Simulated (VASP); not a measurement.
A convergence study with VASP on PbS (space group no. 225 when undisturbed): a few settings are varied, all else stays as given below, so the limit is that of these other settings. One atom is moved off its site, so that forces are finite.

```
PbS
1.0
    0.00000     2.95515     2.95515
    2.95515     0.00000     2.95515
    2.95515     2.95515     0.00000
Pb S
1 1
Cartesian
  0.00000   0.00000   0.05000
  2.95515   2.95515   2.95515
```

The numbers are results of PBEsol GGA, VASP's PBE PAW potentials (set 64) (plane waves; VASP), not measurements. The last row used: 300 eV cut-off, 17×17×17 Γ-centred mesh shifted by (0.5, 0.5, 0.5), Fermi-Dirac smearing of 0.020 eV, potentials Pb_d S.

Unless said otherwise, spin-orbit coupling is left out, though it shifts the bands of the heavy elements here. Gaps are read on the run's mesh, which can miss a band edge.

```tsv
setting	E (eV/atom)	pressure (GPa)	gap on the mesh (eV)	irreducible k-points
2×2×2 mesh	-5.0064	-3.61	3.533	3
3×3×3 mesh	-4.6783	-0.15	0.250	10
4×4×4 mesh	?	?	?	20
5×5×5 mesh	-4.7255	-0.67	0.262	39
6×6×6 mesh	?	-0.70	?	63
7×7×7 mesh	-4.7272	-0.69	0.262	100
8×8×8 mesh	-4.7274	-0.70	0.784	144
9×9×9 mesh	-4.7273	-0.69	0.262	205
10×10×10 mesh	-4.7273	-0.70	0.625	275
11×11×11 mesh	-4.7273	-0.69	0.262	366
13×13×13 mesh	-4.7273	-0.69	0.262	595
14×14×14 mesh	-4.7273	-0.69	0.467	735
15×15×15 mesh	-4.7273	-0.69	0.262	904
17×17×17 mesh	-4.7273	-0.69	0.262	1305
```

Task: Some entries are withheld; supply them.

Result: 
- 6×6×6 mesh, E (eV/atom): -4.7276
- 6×6×6 mesh, gap on the mesh (eV): 1.040
- 4×4×4 mesh, E (eV/atom): -4.7375
- 4×4×4 mesh, pressure (GPa): -0.85
- 4×4×4 mesh, gap on the mesh (eV): 1.572

Left out are rungs that failed or repeat a setting and relaxations that didn't move; long series are thinned to 24 rows.

The structure is a typed PbS crystal (space group no. 225). The cell was not relaxed at this level, it is distorted from the ideal structure.
